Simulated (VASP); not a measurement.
Here is the system:

```
CELL_PARAMETERS angstrom
      4.35243     0.00000     0.00000
     -2.17621     3.76931     0.00000
      0.00000     0.00000     7.52257
ATOMIC_POSITIONS crystal
  Ba 0.00000 0.00000 0.00000
  Mg 0.66667 0.33333 0.37661
  Mg 0.33333 0.66667 0.62339
  P  0.66667 0.33333 0.72539
  P  0.33333 0.66667 0.27461
```

Computed with PBEsol GGA, VASP's PBE PAW potentials (set 64) (plane waves; VASP 6.6.1). Run with 400 eV cut-off, 7×7×4 Γ-centred mesh, tetrahedra with Blöchl corrections, potentials Ba_sv Mg P.

The cores are frozen, which limits the accuracy of field gradients.

Problem. Give the principal components of the electric field gradient (V/Å²) and the asymmetry η at each nucleus.

Solution. 
```csv
atom,Vxx,Vyy,Vzz,η
Ba1,22.5,22.5,-45.0,0.00
Mg2,0.2,0.2,-0.3,-
Mg3,0.2,0.2,-0.3,-
P4,1.4,1.4,-2.7,0.00
P5,1.4,1.4,-2.7,0.00
```

The structure comes from a computed database's BaMg2P2 entry (P-3m1); how it stands against other phases isn't given here. It was relaxed first.
